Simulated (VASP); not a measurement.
Cs2InAgBr6, 10 atoms in the cell. The structure is cubic, space group Fm-3m (No. 225). Conventional cell: a = 11.067 Å, b = 11.067 Å, c = 11.067 Å, α = 90.00°, β = 90.00°, γ = 90.00°. Cs (site symmetry -43m) has 12 Br at 3.91 Å as nearest neighbours. In (site symmetry m-3m) has 6 Br at 2.70 Å as nearest neighbours. Ag (site symmetry m-3m) is surrounded by 6 Br at 2.83 Å. Around Br (site symmetry 4mm) lie 1 In at 2.70 Å and 1 Ag at 2.83 Å. The cell comes from a database or a generator and needn't be the stable form of this composition.

```yaml
Program: VASP 6.6.1
Task: relaxation of cell and atoms
Functional: r2SCAN
Potentials_or_basis: VASP PAW PBE potentials, release 64 (Cs_sv, In_d, Ag, Br)
Cutoff: 600 eV
k_mesh: 6 × 6 × 6
Occupations: methfessel-paxton, width 0.1 eV
Spin: no spin polarisation
Further_INCAR_settings: ALGO = Normal; EDIFF = 1e-07; IBRION = 2; EDIFFG = -0.005; NSW = 90; ISIF = 3
```

Potentials or basis: VASP PAW PBE potentials, release 64 (Cs_sv, In_d, Ag, Br).

Launch:

```console
$ cat potpaw_PBE.64/Cs_sv/POTCAR potpaw_PBE.64/In_d/POTCAR potpaw_PBE.64/Ag/POTCAR potpaw_PBE.64/Br/POTCAR > POTCAR
$ mpirun -np 4 vasp_std > vasp.out
```

Hardware: 4 MPI ranks on Intel(R) Xeon(R) Platinum 8488C (Sapphire Rapids) (shared host).

Estimate the wall time of this run.

Run time: 10 min on 4 MPI ranks on Intel(R) Xeon(R) Platinum 8488C (Sapphire Rapids) (shared host), peak memory 0.84 GiB a rank. Counts: scf iterations 25, k points 16, ion steps 1.
